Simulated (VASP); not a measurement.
An input for Ansatz (written as the equivalent of a VASP run, and not itself run):

Ansatz 0.2 input:
```yaml
crystal:
  lattice:
    - [3.1380947, 0.0000000, 0.0000000]
    - [0.0000000, 3.1380947, 0.0000000]
    - [0.0000000, 0.0000000, 3.1380947]
  atoms:
    - { symbol: In, position: [0.0000000, 0.0000000, 0.0000000] }
    - { symbol: P, position: [0.5000000, 0.5000000, 0.5000000] }
kpoints:
  mp_grid: { grid: [12, 12, 12] }
hamiltonian:
  xc: pbesol
  pseudopotentials: { kind: paw }
scf:
  occupations: { method: methfessel_paxton, width: 0.1 }
  max_iter: 100
relax:
  max_steps: 40
  f_tol: 0.02
  cell: { p_target: 30 }
output: { forces: true, stress: true, eigenvalues: true }
```

Problem. Translate this input to VASP (INCAR, KPOINTS, POSCAR, choice of POTCAR).

Solution. One answer among several that fit: 
INCAR:
```
EDIFFG = -0.02
LWAVE = .FALSE.
LASPH = .TRUE.   # aspherical one-centre terms
PREC = Accurate
ALGO = Normal   # blocked Davidson
GGA = PS   # PBEsol
LMAXMIX = 4   # l cut-off of mixed one-centre charges
ISIF = 3
SIGMA = 0.1
NSW = 40   # most ionic steps
ENCUT = 500
IBRION = 2   # conjugate gradients
SYSTEM = InP
PSTRESS = 300   # kbar
EDIFF = 1E-6
ISMEAR = 1   # Methfessel-Paxton
LREAL = .FALSE.   # projection in real space or not
NELM = 100
LCHARG = .FALSE.
```

POSCAR:
```
InP
1
    3.1380947277     0.0000000000    -0.0000000000
   -0.0000000000     3.1380947277    -0.0000000000
    0.0000000000     0.0000000000     3.1380947277
In P
1 1
Direct
  0.0000000000   0.0000000000   0.0000000000
  0.5000000000   0.5000000000   0.5000000000
```

File KPOINTS:
```
Regular mesh
0
Gamma
 12 12 12
```

POTCAR, in this order: In_d P (PBE.64 set). Program: vasp_std.

Limits of the translation: each code has its own PAW files, so the cut-off isn't converted (ENCUT is set for VASP's; basis.ecutwfc is left out, and Ansatz then takes the one that its files recommend); Ansatz stops its SCF on the density residual and VASP on the energy change (EDIFF).

The structure was generated: InP was put into the CsCl type type (Pm-3m), which need not be its known phase. It was relaxed first under an external pressure of 30 GPa.
